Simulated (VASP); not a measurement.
These are revPBE GGA, VASP's PBE PAW potentials (set 64) (plane waves; VASP) values and carry that method's errors.

A VASP calculation is set up with these files.

**INCAR**
```
# general
SYSTEM   =  Nb
PREC     =  Accurate
ENCUT    =  520   # plane-wave cut-off (eV)
LREAL    =  .False.   # projection in real space or not
LASPH    =  .True.   # aspherical one-centre terms

# electronic loop
EDIFF    =  1E-7   # SCF stop (eV)
NELM     =  100   # most electronic steps
ALGO     =  Normal
LMAXMIX  =  4   # l cut-off of mixed one-centre charges

# smearing
ISMEAR   =  1
SIGMA    =  0.1

# functional
GGA      =  RE   # revPBE

# ions
ISIF     =  2   # forces and stress, cell fixed

# output
LWAVE    =  .False.
LCHARG   =  .False.
```

File POSCAR:
```
Nb
1.6618240
 -0.9999999992   0.9999999992   0.9999999992
  0.9999999992  -0.9999999992   0.9999999992
  0.9999999992   0.9999999992  -0.9999999992
Nb
1
Direct
  0.0000000000   0.0000000000   0.0000000000
```

File KPOINTS:
```
Automatic mesh
0
Gamma
15 15 15
0 0 0
```

POTCAR, in this order: Nb_sv (PBE.64 set). Program: vasp_std.

Problem. What does the run give for the energy per atom (σ→0), band gap (on the k-mesh)?

Solution. 
```
Quantity                                                    Result
------------------------  ----------------------------------------
energy per atom (σ→0)                               -9.806 eV/atom
band gap (on the k-mesh)  none (metal, semimetal or under 0.01 eV)
```

**OSZICAR**
```
...
DAV:   8    -0.980649722707E+01   -0.60483E-02   -0.12926E-02  2792   0.175E+00    0.715E-02
DAV:   9    -0.980654320829E+01   -0.45981E-04   -0.14023E-03  4236   0.462E-01    0.520E-02
DAV:  10    -0.980656688733E+01   -0.23679E-04   -0.33852E-05  2932   0.961E-02    0.167E-02
DAV:  11    -0.980655874638E+01    0.81409E-05   -0.55007E-06  2798   0.464E-02    0.249E-03
DAV:  12    -0.980655859140E+01    0.15498E-06   -0.15405E-07  2188   0.590E-03    0.136E-03
DAV:  13    -0.980655842471E+01    0.16669E-06   -0.47414E-08  1468   0.302E-03    0.531E-04
DAV:  14    -0.980655841010E+01    0.14611E-07   -0.13436E-08  1406   0.208E-03
   1 F= -.98065584E+01 E0= -.98062218E+01  d E =-.100996E-02
```

The compound is Nb in the bcc structure. It was relaxed first.
